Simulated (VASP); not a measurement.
```yaml
crystal:
  lattice:
    - [1.69860, 0.98069, 6.10749]
    - [-1.69860, 0.98069, 6.10749]
    - [0.00000, -1.96138, 6.10749]
  atoms:
    - { symbol: Ge, position: [0.00000, 0.00000, 0.00000] }
    - { symbol: S, position: [0.25765, 0.25765, 0.25765] }
    - { symbol: S, position: [0.74235, 0.74235, 0.74235] }
```

These are PBEsol GGA, VASP's PBE PAW potentials (set 64) (plane waves; VASP) values and carry that method's errors. Numerical set-up: 400 eV cut-off, 9×9×9 Γ-centred mesh, tetrahedra with Blöchl corrections, potentials Ge_d S.

### Question
Predict the energy per atom (σ→0).

### Answer

```yaml
energy per atom (σ→0): -4.827 eV/atom
```

The absolute energy has meaning only against runs of the same code, potentials and settings.

The structure was generated: GeS2 was put into the CdCl2 type (R-3m), which need not be its known phase. It was relaxed first, which changed the volume by +11 %.
